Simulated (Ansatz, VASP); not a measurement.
**One calculation of BaB12, two programs**

Contents of INCAR:

```
SYSTEM = BaB12
PREC = Accurate
ENCUT = 600
EDIFF = 1E-7
ISMEAR = 0
SIGMA = 0.1
LREAL = .False.
LASPH = .True.
NELM = 100
ALGO = Normal
ISIF = 3
LWAVE = .False.
LCHARG = .False.
GGA = PE
IBRION = 2
NSW = 90
EDIFFG = -0.04
```

KPOINTS

```
regular mesh
0
Gamma
  4 4 4
  0 0 0
```

The input POSCAR:

```
BaB12
1.0
    0.0000000000      3.8747195600      3.8747195600
    3.8747195600      0.0000000000      3.8747195600
    3.8747195600      3.8747195600      0.0000000000
Ba B
1 12
Direct
    0.0000000000      0.0000000000      0.0000000000
    0.8369193100      0.1630806900      0.5000000000
    0.1630806900      0.8369193100      0.5000000000
    0.5000000000      0.8369193100      0.1630806900
    0.1630806900      0.5000000000      0.5000000000
    0.5000000000      0.5000000000      0.8369193100
    0.5000000000      0.5000000000      0.1630806900
    0.5000000000      0.8369193100      0.5000000000
    0.1630806900      0.5000000000      0.8369193100
    0.8369193100      0.5000000000      0.5000000000
    0.5000000000      0.1630806900      0.5000000000
    0.8369193100      0.5000000000      0.1630806900
    0.5000000000      0.1630806900      0.8369193100
```

Input for Ansatz:

```yaml
crystal:
  lattice:
    - [0.0, 3.87471956, 3.87471956]
    - [3.87471956, 0.0, 3.87471956]
    - [3.87471956, 3.87471956, 0.0]
  atoms:
    - { symbol: Ba, position: [0.0, 0.0, 0.0] }
    - { symbol: B, position: [0.83691931, 0.16308069, 0.5] }
    - { symbol: B, position: [0.16308069, 0.83691931, 0.5] }
    - { symbol: B, position: [0.5, 0.83691931, 0.16308069] }
    - { symbol: B, position: [0.16308069, 0.5, 0.5] }
    - { symbol: B, position: [0.5, 0.5, 0.83691931] }
    - { symbol: B, position: [0.5, 0.5, 0.16308069] }
    - { symbol: B, position: [0.5, 0.83691931, 0.5] }
    - { symbol: B, position: [0.16308069, 0.5, 0.83691931] }
    - { symbol: B, position: [0.83691931, 0.5, 0.5] }
    - { symbol: B, position: [0.5, 0.16308069, 0.5] }
    - { symbol: B, position: [0.83691931, 0.5, 0.16308069] }
    - { symbol: B, position: [0.5, 0.16308069, 0.83691931] }
basis:
  ecutwfc: 420
kpoints:
  mp_grid: { grid: [4, 4, 4] }
hamiltonian:
  xc: pbe
scf:
  occupations: { method: gaussian, width: 0.1 }
  lower_state_search: "off"
output:
  forces: true
  stress: true
  eigenvalues: true
relax:
  adjacent_minimum: "off"
  f_tol: 0.04
  max_steps: 70
  cell: { stress_tol: 0.4 }
```

Change from the starting cell: species swapped into the NdB12 type (Fm-3m, No. 225).

Alike in both runs: task relaxation of cell and atoms; functional PBE; k mesh 4 × 4 × 4; occupations gaussian, width 0.1 eV; no spin polarisation.

|  | VASP | Ansatz |
| --- | --- | --- |
| version | VASP 6.6.1 | Ansatz 0.2.0 |
| potentials or method | VASP PAW PBE potentials, release 64 (Ba_sv, B) | scalar-relativistic, plane waves, PAW |
| plane-wave cutoff (eV) | 600 | 420 |
| valence electrons in the cell | 46 | 46 |

VASP gave:

| Quantity | Value |
| --- | --- |
| gap on the k mesh at the Fermi level, each at its own relaxed structure (eV) | none |
| relaxed volume (Å³/atom) | 8.97 |
| relaxed cell length with the largest relative difference (Å) | 5.484 |
| energy change over the relaxation (meV/atom) | -6 |

Task: Estimate Ansatz's values.

Result: gap on the k mesh at the Fermi level, each at its own relaxed structure (eV): none; relaxed volume (Å³/atom): 8.98; relaxed cell length with the largest relative difference (Å): 5.486; energy change over the relaxation (meV/atom): -6.

A gap of «none» marks a metal or a gap that the smearing closes.

The runs have no spin-orbit coupling, so splittings on Ba are missing.
